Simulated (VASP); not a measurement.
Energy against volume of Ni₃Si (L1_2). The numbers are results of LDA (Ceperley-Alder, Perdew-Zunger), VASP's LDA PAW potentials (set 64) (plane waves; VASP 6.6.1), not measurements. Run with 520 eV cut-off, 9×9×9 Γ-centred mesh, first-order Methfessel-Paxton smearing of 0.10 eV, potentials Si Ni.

```json
[
 {"V (Å³/atom)": "9.777", "E (eV/atom)": "-6.97308"},
 {"V (Å³/atom)": "10.079", "E (eV/atom)": "-6.98084"},
 {"V (Å³/atom)": "10.382", "E (eV/atom)": "-6.97398"},
 {"V (Å³/atom)": "10.684", "E (eV/atom)": "-6.95480"}
]
```

Fit these four points and predict the energy of the run at 9.475 Å³/atom.

A cubic in V^(−2/3), the third-order Birch-Murnaghan form, passes through the four points with V0 = 10.08 Å³/atom and B0 = 257 GPa, and gives -6.9480 eV/atom there. The run gave -6.9479 eV/atom, +0.1 meV/atom from the fit; all five points give B0 = 258 GPa.

The compound is Ni3Si in the L1_2 structure. It was relaxed first, which changed the volume by -7 %. The run is not spin-polarised, so no magnetic state was tried.
